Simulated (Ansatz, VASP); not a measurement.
# One calculation of CdSeS3, two programs

```
Cd Se S
1.0
     5.15737    0.00000    0.00000
     0.00000    5.15737    0.00000
     0.00000    0.00000    5.15737
Cd Se S
1 1 3
Direct
  0.00000 0.00000 0.00000
  0.50000 0.50000 0.50000
  0.50000 0.50000 0.00000
  0.00000 0.50000 0.50000
  0.50000 0.00000 0.50000
```

Change from the starting cell: species swapped into the La3AlN type (Pm-3m, No. 221).

Alike in both runs: task single point; functional PBE; k mesh 4 × 4 × 4; occupations gaussian, width 0.1 eV; no spin polarisation.

```csv
,VASP,Ansatz
version,VASP 6.6.1,Ansatz 0.2.0
potentials or method,"VASP PAW PBE potentials, release 64 (Cd, Se, S)","scalar-relativistic, plane waves, PAW"
plane-wave cutoff (eV),520,420
valence electrons in the cell,36,54
```

```csv
,VASP,Ansatz,Ansatz less VASP
gap on the k mesh at the Fermi level (eV),none,none,-
pressure (GPa),-6.3,-6.3,+0.03
```

A gap of «none» marks a metal or a gap that the smearing closes. The two sets of potentials don't hold the same shells in valence.
